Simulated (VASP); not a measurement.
All values below come from MS2 meta-GGA, VASP's PBE PAW potentials (set 64) (plane waves; VASP 6.6.1).

Input for VASP

POSCAR:
```
PtS2
1
    1.7659219284    -3.0586665720    -0.0000000000
    1.7659219284     3.0586665720    -0.0000000000
   -0.0000000000     0.0000000000     5.7037384501
Pt S
1 2
Direct
  0.0000000000   0.0000000000   0.0000000000
  0.3333330000   0.6666670000   0.2146885872
  0.6666670000   0.3333330000   0.7853114128
```

### KPOINTS
```
Automatic mesh
0
Gamma
7 7 4
0 0 0
```

### INCAR
```
# general
SYSTEM   =  PtS2
PREC     =  Accurate
ENCUT    =  520
LREAL    =  F
LASPH    =  T

# electronic loop
EDIFF    =  1E-6
NELM     =  100
ALGO     =  Normal
LMAXMIX  =  6
LMIXTAU  =  T

# smearing
ISMEAR   =  0
SIGMA    =  0.05

# functional
METAGGA  =  MS2

# ions
IBRION   =  2
NSW      =  60
ISIF     =  3
EDIFFG   =  -0.02

# output
LWAVE    =  F
LCHARG   =  F
```

POTCAR, in this order: Pt S (PBE.64 set). Program: vasp_std.

The resulting files:

### OSZICAR
```
       N       E                     dE             d eps       ncg     rms          rms(c)
DAV:   1     0.106708046497E+03    0.10671E+03   -0.10008E+04   872   0.124E+03
DAV:   2    -0.199374382604E+02   -0.12665E+03   -0.12373E+03  1078   0.239E+02
DAV:   3    -0.251444882964E+02   -0.52071E+01   -0.51874E+01  1099   0.520E+01
DAV:   4    -0.251961131858E+02   -0.51625E-01   -0.51610E-01  1092   0.558E+00
DAV:   5    -0.251970582149E+02   -0.94503E-03   -0.94499E-03  1127   0.719E-01    0.216E+01
DAV:   6    -0.885151660425E+01    0.16346E+02   -0.15163E+01   840   0.406E+01    0.109E+01
DAV:   7    -0.633951653994E+01    0.25120E+01   -0.31172E+00   847   0.189E+01    0.464E+00
DAV:   8    -0.634779061843E+01   -0.82741E-02   -0.59178E-01   840   0.858E+00    0.180E+00
DAV:   9    -0.639290470162E+01   -0.45114E-01   -0.31658E-01   882   0.694E+00    0.678E-01
DAV:  10    -0.642745985261E+01   -0.34555E-01   -0.14538E-01   861   0.462E+00    0.541E-01
DAV:  11    -0.644962742379E+01   -0.22168E-01   -0.41578E-02   875   0.260E+00    0.136E-01
DAV:  12    -0.645267345279E+01   -0.30460E-02   -0.41709E-03  1113   0.785E-01    0.102E-01
DAV:  13    -0.645307931329E+01   -0.40586E-03   -0.74019E-04   938   0.330E-01    0.720E-02
DAV:  14    -0.645319483884E+01   -0.11553E-03   -0.36734E-04   924   0.244E-01    0.330E-02
DAV:  15    -0.645332357244E+01   -0.12873E-03   -0.21033E-04   952   0.163E-01    0.162E-02
DAV:  16    -0.645332773206E+01   -0.41596E-05   -0.53814E-06  1099   0.248E-02    0.138E-02
DAV:  17    -0.645333386890E+01   -0.61368E-05   -0.84459E-06  1057   0.291E-02    0.670E-03
DAV:  18    -0.645333574757E+01   -0.18787E-05   -0.68509E-06   882   0.307E-02    0.138E-03
DAV:  19    -0.645333694047E+01   -0.11929E-05   -0.12292E-07   679   0.448E-03    0.144E-03
DAV:  20    -0.645333503341E+01    0.19071E-05   -0.29189E-07   511   0.615E-03    0.111E-03
DAV:  21    -0.645333580096E+01   -0.76755E-06   -0.69073E-08   462   0.324E-03
   1 F= -.64533358E+01 E0= -.64533358E+01  d E =-.645334E+01
       N       E                     dE             d eps       ncg     rms          rms(c)
DAV:   1    -0.645570090624E+01   -0.23659E-02   -0.75668E-02   952   0.259E+00    0.472E-01
DAV:   2    -0.645341565978E+01    0.22852E-02   -0.12573E-02   924   0.137E+00    0.292E-01
DAV:   3    -0.645326769646E+01    0.14796E-03   -0.17664E-03   910   0.548E-01    0.115E-01
DAV:   4    -0.645313828512E+01    0.12941E-03   -0.10222E-03   973   0.283E-01    0.828E-02
DAV:   5    -0.645317640850E+01   -0.38123E-04   -0.33245E-05  1022   0.662E-02    0.656E-02
DAV:   6    -0.645316044690E+01    0.15962E-04   -0.16546E-05   917   0.467E-02    0.234E-02
DAV:   7    -0.645318248947E+01   -0.22043E-04   -0.26337E-05   854   0.543E-02    0.437E-03
DAV:   8    -0.645318186138E+01    0.62809E-06   -0.97383E-07   791   0.959E-03
   2 F= -.64531819E+01 E0= -.64531819E+01  d E =0.153940E-03
       N       E                     dE             d eps       ncg     rms          rms(c)
DAV:   1    -0.645435055337E+01   -0.11681E-02   -0.27563E-02   966   0.157E+00    0.289E-01
DAV:   2    -0.645354981273E+01    0.80074E-03   -0.45115E-03   931   0.817E-01    0.173E-01
DAV:   3    -0.645348716382E+01    0.62649E-04   -0.63762E-04   917   0.330E-01    0.682E-02
DAV:   4    -0.645345565548E+01    0.31508E-04   -0.36216E-04   973   0.170E-01    0.496E-02
DAV:   5    -0.645346553392E+01   -0.98784E-05   -0.11618E-05  1001   0.392E-02    0.397E-02
DAV:   6    -0.645347331345E+01   -0.77795E-05   -0.57490E-06   917   0.276E-02    0.137E-02
DAV:   7    -0.645347105636E+01    0.22571E-05   -0.94145E-06   854   0.324E-02    0.265E-03
DAV:   8    -0.645347231019E+01   -0.12538E-05   -0.34357E-07   567   0.581E-03    0.233E-03
DAV:   9    -0.645347191004E+01    0.40015E-06   -0.46521E-08   455   0.238E-03
   3 F= -.64534719E+01 E0= -.64534719E+01  d E =-.136109E-03
```

File OUTCAR:
```
------------------------ aborting loop because EDIFF is reached ----------------------------------------
  FORCE on cell =-STRESS in cart. coord.  units (eV):
  Direction    XX          YY          ZZ          XY          YZ          ZX
  --------------------------------------------------------------------------------------
  Total       -0.0390437     -0.0390437      0.0557969      0.0000000      0.0000000     -0.0000000
  in kB       -1.0131559     -1.0131560      1.4478897      0.0000000      0.0000000     -0.0000000
  external PRESSURE =      -0.1928074 kB  Pullay stress =       0.0000000 kB
  volume of cell :       61.74
      direct lattice vectors                 reciprocal lattice vectors
     1.766857200 -3.060286509 -0.000000000     0.282988348 -0.163383395  0.000000000
     1.766857200  3.060286509  0.000000000     0.282988348  0.163383395 -0.000000000
     0.000000000  0.000000000  5.709411864     0.000000000 -0.000000000  0.175149389
 POSITION                                       TOTAL-FORCE (eV/Angst)
 -----------------------------------------------------------------------------------
      0.00000      0.00000      0.00000        -0.000000      0.000000      0.000000
      1.76686      1.02010      1.22630        -0.000000      0.000000     -0.008720
      1.76686     -1.02010      4.48312         0.000000     -0.000000      0.008720
 -----------------------------------------------------------------------------------
    total drift:                                0.000000     -0.000000      0.000000
  FREE ENERGIE OF THE ION-ELECTRON SYSTEM (eV)
  ---------------------------------------------------
  free  energy   TOTEN  =        -6.4534719100 eV

  energy  without entropy=       -6.4534719100  energy(sigma->0) =       -6.45347191

 reached required accuracy - stopping structural energy minimisation
```
(Selected blocks of OUTCAR.)

File CONTCAR:
```
PtS2
   1.00000000000000
     1.7668571995454276   -3.0602865092536544   -0.0000000000000000
     1.7668571995454276    3.0602865092536544    0.0000000000000000
     0.0000000000000000    0.0000000000000000    5.7094118640964515
  Pt              S
     1     2
Direct
     0.0000000000000000    0.0000000000000000    0.0000000000000000
     0.3333330000000032    0.6666669999999968    0.2147850935400767
     0.6666669999999968    0.3333330000000032    0.7852149064599233
```

The compound is PtS2 in the 1T layered structure. This run relaxes it. Symmetry was kept, so distortions that lower it aren't found. The start is the result of an earlier pass.
